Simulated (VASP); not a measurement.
VASP runs on Ge2Os (a trial cell in the fluorite structure, space group Fm-3m) share one base input (PBE GGA, plane waves, VASP's PBE PAW potentials (set 64)) and change the settings named in each case.

**POSCAR**
```
Ge2Os
1
    0.0000000000     3.0825070000     3.0825070000
    3.0825070000     0.0000000000     3.0825070000
    3.0825070000     3.0825070000     0.0000000000
Os Ge
1 2
Direct
  0.0000000000   0.0000000000   0.0000000000
  0.2500000000   0.2500000000   0.2500000000
  0.7500000000   0.7500000000   0.7500000000
```

### KPOINTS
```
K-points
0
G
 8 8 8
0 0 0
```

### INCAR
```
NELM = 100
ISIF = 2
SIGMA = 0.1
LREAL = .FALSE.
ISMEAR = 1   ! Methfessel-Paxton
PREC = Accurate
LMAXMIX = 6
LWAVE = .FALSE.
ENCUT = 400   ! plane-wave cut-off (eV)
SYSTEM = Ge2Os
LASPH = .TRUE.   ! aspherical one-centre terms
EDIFF = 1E-6   ! SCF stop (eV)
ALGO = Normal   ! blocked Davidson
GGA = PE   ! PBE
LCHARG = .FALSE.
```

POTCAR, in this order: Os Ge_d (PBE.64 set). Program: vasp_std.

| change | E(σ→0) (eV/atom) | pressure (GPa) | −TS (eV) | irreducible k-points |
|---|---|---|---|---|
| base run | -6.4959 | -10.91 | 0.0019 | 29 |
| KPOINTS 1×1×1 Γ-centred mesh | -3.7482 | 15.34 | -0.0747 | 1 |
| KPOINTS 4×4×4 Γ-centred mesh | -6.4472 | -9.62 | -0.0071 | 8 |
| KPOINTS 7×7×7 Γ-centred mesh | -6.4909 | -10.76 | -0.0044 | 20 |
| KPOINTS 10×10×10 Γ-centred mesh | -6.4998 | -11.22 | -0.0003 | 47 |
| KPOINTS 12×12×12 Γ-centred mesh | -6.4982 | -11.00 | 0.0000 | 72 |
| KPOINTS 14×14×14 Γ-centred mesh | -6.4984 | -10.92 | 0.0004 | 104 |
 Unless said otherwise, spin-orbit coupling is left out, though it shifts the bands of the heavy elements here.

Left out are runs that ran out of time, are held back, or changed the cell or the kind of run, fixed moments of cells without a moment, rows past the twelfth, gaps on odd meshes, pressures of charged cells and columns that move by less than the noise.

The structure was generated: Ge2Os was put into the fluorite type (Fm-3m), which need not be its known phase. The cell was not relaxed at this level.
